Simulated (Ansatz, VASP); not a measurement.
**SrInH3 in two plane-wave programs**

One calculation is typed for both programs; each brings its own data sets. How far apart do they land? The cell is generated by rule, not measured, and may not be a known phase. The cell is taken from a series of runs on this material, whose earlier steps may have relaxed, scaled, displaced or heated it; both programs get it as it stands.

Calculated with Ansatz 0.2.0; plane waves, with VASP 6.6.1 beside it; zone-centre phonons at PBEsol.

The structure was built from a prototype and need not be the compound's stable phase.

## (1) Set-up

It takes space group Pm-3m (No. 221, cubic). Conventional cell: a = 4.559 Å, b = 4.559 Å, c = 4.559 Å, α = 90.00°, β = 90.00°, γ = 90.00°. Nearest to Sr lie 6 H at 2.28 Å. Nearest to In lie 12 H at 3.22 Å. H has 2 Sr at 2.28 Å nearest. Farther neighbours are not listed.

## (2) Ansatz: zone-centre phonons, PBEsol

Ansatz runs on its default PAW (the set named soft_2) files.

Second derivatives magnify differences that forces hide, and they need a tight electronic threshold.

input.yaml reads:

```yaml
crystal:
  lattice:
    - [4.558829384, 0.0, 0.0]
    - [0.0, 4.558829384, 0.0]
    - [0.0, 0.0, 4.558829384]
  atoms:
    - { symbol: Sr, position: [0.5, 0.5, 0.5] }
    - { symbol: In, position: [0.0, 0.0, 0.0] }
    - { symbol: H, position: [0.0, 0.5, 0.5] }
    - { symbol: H, position: [0.5, 0.5, 0.0] }
    - { symbol: H, position: [0.5, 0.0, 0.5] }
kpoints:
  mp_grid: { grid: [8, 8, 8] }
hamiltonian:
  xc: pbesol
scf:
  occupations: { method: methfessel_paxton, width: 0.2 }
output:
  eigenvalues: true
phonons:
  method: dfpt
  qmesh: [2, 2, 2]
  temperatures: { t_max: 1000, t_step: 50 }
  qpath:
    path:
      - [[0.0, 0.0, 0.0], [0.0, 0.5, 0.0], [0.5, 0.5, 0.0], [0.0, 0.0, 0.0], [0.5, 0.5, 0.5], [0.0, 0.5, 0.0]]
      - [[0.5, 0.5, 0.5], [0.5, 0.5, 0.0]]
    npoints: 10
  response_accuracy: high
```

Run with:

```bash
$ ansatz run input.yaml --threads 56 --pin off --max-ram 81920MiB --backend cpu --events-out ev --progress --plain --runs-dir out
```

Numbers of over 12 decimals in the logs are rounded to 6 here.

The program printed:

```text
Engine: ansatz 0.2.0, aarch64-unknown-linux-gnu
Pseudopotentials: kind: paw
Pseudopotential: Sr, paw, valence charge 10, recommended cutoff 420 eV (normal), Sr.paw.azcp
Pseudopotential: In, paw, valence charge 13, recommended cutoff 420 eV (normal), In.paw.azcp
Pseudopotential: H, paw, valence charge 1, recommended cutoff 420 eV (normal), H.paw.azcp
Functional definition: PBEsol
  exchange = pbesol_x
  correlation = pbesol_c
Crystal: 5 atoms, lattice volume = 94.746 Å³
Basis set: ecut = 420 eV, 1863 PW (Γ), exchange–correlation on 64×64×64 points (8 copies of the dense FFT grid, shifted against one another)
Bands: 18, of which v1, the nominal top of the filled ones, is band 13 counted from 1 (12 counted from 0)
Symmetry: 48 space group operations
k-points: 35 of 512
Non-local potential: Sr, projectors of the file, l = 0: 3, l = 1: 2, l = 2: 2
Non-local potential: In, projectors of the file, l = 0: 2, l = 1: 2, l = 2: 2, l = 3: 2
Non-local potential: H, projectors of the file, l = 0: 2, l = 1: 1
PAW form: soft (Blöchl's): semilocal exchange-correlation on the pseudo side does not see the compensation charge
PAW frozen core: Sr, regenerated for the run's functional, and the local potential with it (the file was generated under x = pbe(κ = 0.804, μ = 0.219515), c = pbe(β = 0.066725))
PAW frozen core: In, regenerated for the run's functional, and the local potential with it (the file was generated under x = pbe(κ = 0.804, μ = 0.219515), c = pbe(β = 0.066725))
PAW one-centre angular grid: Sr, 110 points (default); XC on 64 Gauss nodes
PAW one-centre angular grid: In, 590 points (default); XC on 64 Gauss nodes
PAW one-centre angular grid: H, 110 points (default); XC on 64 Gauss nodes
Initial density: superposition of atomic densities (neutral atoms: chi_scale 0, normalization atom), corrected by the library's trained network
Initial wavefunctions: pseudopotential atomic-orbital guess
Functional: x = pbesol(κ = 0.804, μ = 0.123457), c = pbesol(β = 0.046)
SCF iter   1: F=—  HF=-9064.133533 eV  |F-HF|=—  |Δ(HF+E_count)|=         —  Δρ=9.04e-3  dr2=8.78e-2  ethr=1.77e-3  ⟨swp⟩=8.0  Hψ=3807  notcnv=0
preconditioner: auto → Resta (q_TF=auto, 2.199 Å⁻¹)  ε∞=2.7  [insulator: Δε(μ)=0.218 eV  Ē_g=14.372 eV  σ=0.200 eV  W_gap=0.78  n_scr=18 (ndim 8)  ℏωp=18.7 eV  f_vac=0.000  D(μ)=0.21/eV (n_scr^D=0)  ε∞_Penn≈2.7]
SCF iter   2: F=—  HF=-9064.109724 eV  |F-HF|=—  |Δ(HF+E_count)|=   2.38e-2  S|Δr|=    0.00e0  Δρ=2.64e-3  dr2=7.58e-3  ethr=3.38e-4  ⟨swp⟩=1.3  Hψ=928  notcnv=0
preconditioner: auto → Kerker (q_TF=auto, 2.199 Å⁻¹)  [metal: Δε(μ)=0.119 eV  Ē_g=14.371 eV  σ=0.200 eV  W_gap=0.48  n_scr=18 (ndim 8)  ℏωp=18.7 eV  f_vac=0.000  D(μ)=0.13/eV (n_scr^D=0)]
SCF iter   3: F=—  HF=-9064.107462 eV  |F-HF|=—  |Δ(HF+E_count)|=   2.26e-3  S|Δr|=    0.00e0  Δρ=2.76e-4  dr2=6.46e-5  ethr=2.91e-5  ⟨swp⟩=2.0  Hψ=708  notcnv=0
SCF iter   4: F=—  HF=-9064.107502 eV  |F-HF|=—  |Δ(HF+E_count)|=   4.07e-5  S|Δr|=    0.00e0  Δρ=9.92e-5  dr2=7.16e-6  ethr=2.48e-7  ⟨swp⟩=2.2  Hψ=1025  notcnv=0
SCF iter   5: F=—  HF=-9064.107506 eV  |F-HF|=—  |Δ(HF+E_count)|=   3.59e-6  S|Δr|=    0.00e0  Δρ=2.01e-5  dr2=4.51e-7  ethr=2.75e-8  ⟨swp⟩=2.1  Hψ=792  notcnv=0
SCF iter   6: F=—  HF=-9064.107512 eV  |F-HF|=—  |Δ(HF+E_count)|=   5.47e-6  S|Δr|=    0.00e0  Δρ=6.47e-6  dr2=5.46e-8  ethr=1.73e-9  ⟨swp⟩=2.1  Hψ=965  notcnv=0
SCF iter   7: F=—  HF=-9064.107512 eV  |F-HF|=—  |Δ(HF+E_count)|=   4.71e-9  S|Δr|=    0.00e0  Δρ=1.59e-6  dr2=2.16e-9  ethr=2.10e-10  ⟨swp⟩=2.0  Hψ=747  notcnv=0
SCF iter   8: F=—  HF=-9064.107512 eV  |F-HF|=—  |Δ(HF+E_count)|=  6.75e-10  S|Δr|=    0.00e0  Δρ=2.97e-7  dr2=7.94e-11  ethr=8.32e-12  ⟨swp⟩=2.0  Hψ=734  notcnv=0
SCF iter   9: F=-9064.107512 eV  HF=-9064.107512 eV  |F-HF|=3.64e-12  |Δ(HF+E_count)|=  7.64e-11  S|Δr|=    0.00e0  Δρ=6.46e-8  dr2=6.54e-12  ethr=1.00e-12  ⟨swp⟩=11.0  Hψ=3750  notcnv=0
SCF 1 converged in 9 iterations: F = -9064.107512 eV  dr2 = 6.54e-12
  greatest PAW one-centre occupation: 0.987 electrons in one spin orbital (limit 2), on the Sr atom at site 0 (counted from 0), in its partial waves of l = 0
Initial density: read from a saved state, or passed on in memory by an earlier SCF of this step, an earlier step, the calling program or the single point that the run made first
iter 1 solved again at ethr=2.45e-7 eV; its pass at ethr=3.10e-3 eV (dr2=6.37e-5 eV) is discarded
SCF iter   1: F=—  HF=-9064.107514 eV  |F-HF|=—  |Δ(HF+E_count)|=         —  Δρ=8.30e-7  dr2=4.26e-10  ethr=2.45e-7  ⟨swp⟩=3.6  Hψ=5860  notcnv=0
eigensolver tolerance schedule: the retry pair's looser diagonalisation over-reported the residual by 149414.47 of it (diagonalisation noise at an unbounded share of the residual, at the tolerance the schedule requests for it); recorded, not acted on — ethr = c·dr2/N_el stays at c = 1.0e-1
preconditioner: auto → Kerker (q_TF=auto, 2.199 Å⁻¹)  [metal: Δε(μ)=0.072 eV  Ē_g=14.380 eV  σ=0.200 eV  W_gap=0.30  n_scr=18 (ndim 8)  ℏωp=18.7 eV  f_vac=0.000  D(μ)=0.11/eV (n_scr^D=0)]
SCF iter   2: F=—  HF=-9064.107512 eV  |F-HF|=—  |Δ(HF+E_count)|=   2.28e-6  S|Δr|=    0.00e0  Δρ=4.35e-7  dr2=1.02e-10  ethr=1.64e-12  ⟨swp⟩=4.5  Hψ=1891  notcnv=0
SCF iter   3: F=—  HF=-9064.107512 eV  |F-HF|=—  |Δ(HF+E_count)|=  1.82e-11  S|Δr|=    0.00e0  Δρ=2.70e-7  dr2=3.90e-11  ethr=1.00e-12  ⟨swp⟩=1.0  Hψ=630  notcnv=0
SCF iter   4: F=-9064.107512 eV  HF=-9064.107512 eV  |F-HF|=5.46e-12  |Δ(HF+E_count)|=  5.46e-12  S|Δr|=    0.00e0  Δρ=1.16e-7  dr2=7.78e-12  ethr=1.00e-12  ⟨swp⟩=3.6  Hψ=2374  notcnv=0
SCF 2 converged in 4 iterations: F = -9064.107512 eV  dr2 = 7.78e-12
phonons: the bands overlap, so this run is a metal and interpolates without the dipole-dipole term. If the crystal is really an insulator or semiconductor, its LO-TO splitting is missing
NSCF: frozen V_eff on 35 k-points
NSCF: frozen V_eff on 125 k-points
DFPT response loops at q = (0, 0, 0) (fractional): preconditioner auto → Kerker (q_TF=auto, 2.199 Å⁻¹) (partly filled bands, converged f_vac=0.000); β = 1.00, the filter's whole step (`scf.mixing.beta` (0.50) is not read by the response loops under this deck's `scf.mixing.preconditioner`; to damp them name `kerker` or `kerker_dos`, under which they read `scf.mixing.beta`, and type it under 1.00, their step now; both keys bind the ground state too); Broyden in place of MSR1
NSCF: frozen V_eff on 250 k-points
DFPT response loops at q = (0, 0, -0.5) (fractional): mixed as the last ones told, above
NSCF: frozen V_eff on 250 k-points
DFPT response loops at q = (0, -0.5, -0.5) (fractional): mixed as the last ones told, above
NSCF: frozen V_eff on 250 k-points
DFPT response loops at q = (-0.5, -0.5, -0.5) (fractional): mixed as the last ones told, above
SCF converged after 9 iterations
Stability not checked: this state was not tested for a lower state beside it, because cold or Methfessel-Paxton smearing, or corrected tetrahedra, fill the levels in a way that the test cannot read (fill_not_monotonic; see scf.lower_state_search)
Free energy (F): -9064.107512 eV
Harris-Foulkes:  -9064.107512 eV  (|F-HF|=3.64e-12)
Internal energy: -9064.108819 eV  (E = F + TS)
E sigma→0 (E₀):  -9064.107838 eV
Entropy (-TS):   0.001307 eV (0.261 meV/atom)
Fermi energy:    4.234441 eV
Step filling:    the computed levels leave a gap of 0.0716 eV = 0.4 smearing widths at the electron count; against every level under it full and every level over it empty, smearing changes F+E_penalty+E_count by +0.311 meV and its σ→0 estimate by -0.015 meV
--- Per-component energies (eV) ---
  E_band       = -215.064251
  E_kinetic    = 523.098616
  E_local      = -2104.056522  (includes V_loc(G=0)·N_el)
  E_nonlocal   = 574.992457
  E_hartree    = 711.315099
  E_xc         = -410.806400
  E_vxc        = -294.227952  (∫ρ·V_xc dr)
  E_paw        = -6724.530201  (= ΣΔE_a)
  E_vpaw       = -337.497784  (= ΣTr[D̂ρ^β])
  E_aug_tail   = -0.003257  (compensation charges beyond the density's cutoff)
  E_ewald      = -1634.488860
  E_core_change = 0.370250  (= ΣΔE_core)
  E_smearing   = 0.001307  (= −TS)
  E_closure    = -0.000000  (closes the sum)
  Σ components = -9064.107512   (vs F -9064.107512, Δ=0.00e0)
--- Band table (eV; the first three rows and the last of 35) ---
  k-point 0: bands = [... 9 lower, -1.8602, 2.2317, 2.2317, 3.9139, 6.7036, 6.7036, 6.7036, 10.1609, ... 1 higher]
  k-point 1: bands = [... 9 lower, -1.7396, 2.2047, 2.2512, 3.6655, 6.6834, 6.6834, 7.0283, 10.1710, ... 1 higher]
  k-point 2: bands = [... 9 lower, -1.3934, 1.7830, 2.2995, 3.6290, 6.6278, 6.6278, 7.5939, 10.2537, ... 1 higher]
  k-point 34: bands = [... 9 lower, 0.8876, 3.2696, 3.2696, 3.2696, 4.2084, 4.2084, 4.2084, 9.6377, ... 1 higher]
--- Phonons (Γ-DFPT): 4 representative perturbations + reference (Σ response iterations 15) ---
  ASR residual: 1.355e-4 → 0.000e0 eV/Å²; symmetrization residual: 9.573e-9 eV/Å²
  ASR residual per site (eV/Å²): 1.36e-4 1.54e-5 1.46e-5 1.46e-5 1.46e-5
  Γ frequencies (cm⁻¹): -514.66 -514.66 -514.66 -427.46 -427.46 -427.46 0.00 0.00 0.00 72.33 72.33 72.33 1310.25 1310.25 1310.25
--- Phonons (arbitrary-q DFPT): 4 irreducible q on the 2×2×2 mesh ---
  q = [0.0000, 0.0000, 0.0000] (star 1, of the zone-centre solve; hermiticity 3.00e-9, symmetrization 8.02e-12): -514.66 -514.66 -514.66 -427.46 -427.46 -427.46 0.00 0.00 0.00 72.33 72.33 72.33 1310.25 1310.25 1310.25
  q = [0.0000, 0.0000, -0.5000] (star 3, 9 solved perturbations in 975 linear systems a pass and spin channel, the states on 125 of 512 k-point pairs; hermiticity 3.41e-9, symmetrization 3.77e-10): -373.70 -373.70 -354.07 -320.24 -320.24 42.12 44.09 44.09 58.94 58.94 126.57 423.03 1310.50 1310.50 1364.59
  q = [0.0000, -0.5000, -0.5000] (star 3, 9 solved perturbations in 975 linear systems a pass and spin channel, the states on 125 of 512 k-point pairs; hermiticity 4.63e-9, symmetrization 1.62e-9): -630.81 -630.81 -487.49 -275.99 -275.99 -39.91 48.26 48.26 56.42 142.98 142.98 419.72 1310.18 1330.93 1390.44
  q = [-0.5000, -0.5000, -0.5000] (star 1, 4 solved perturbations in 350 linear systems a pass and spin channel, the states on 125 of 512 k-point pairs; hermiticity 2.93e-9, symmetrization 5.21e-10): -465.47 -465.47 -465.47 -361.31 -361.31 -361.31 104.07 104.07 104.07 145.01 145.01 145.01 1335.67 1335.67 1400.86
  sum rule: each row above includes the acoustic sum rule's correction from the zone centre's row sums; it moved no ω² by more than (1.98 cm⁻¹)²
  mesh force constants: q→R imaginary residual 8.06e-18; ASR residual 1.355e-4 → 0.000e0 eV/Å²; symmetrization residual 7.994e-15 eV/Å²
  interpolated dispersion: 62 rows × 15 modes
  density of states and harmonic sums: on the 14×14×14 q-mesh, interpolated from the force constants of a 2×2×2 supercell (no non-analytic term)
  largest difference from the sums on the solved wave vectors: F 2.75e-2 eV, S 3.44e-5 and C_V 2.40e-5 eV/K
  zero-point energy: 0.289481 eV/cell   skipped modes (ω ≤ 0): 710, of them read as no rigid motion or as one in doubt: 707 (5.908e0 modes/cell left out, lowest -630.81 cm⁻¹)   left out of the sums: 3.94e-1 of the cell's modes: C_V's classical limit lies that fraction below 3 k_B per atom; for a crystal, a wire or a layer, F and S can be off by more, and a phonons.interpolated_qmesh denser along its periods is the remedy for the sampling
```

(Continued in part 2 of 3.)

[Lines on the potential files, build, host, timing and source positions are cut from VASP's logs without a mark.]

[Logs are printed without paths, hosts, clocks, repeated set-up lines and the standing remarks that a program may print on its own settings, such as how far it seeks lower states.]

[Hosts, paths, dates, database ids (printed as entryN), source tags and the programs' standing remarks are cut or masked in the printed files.]
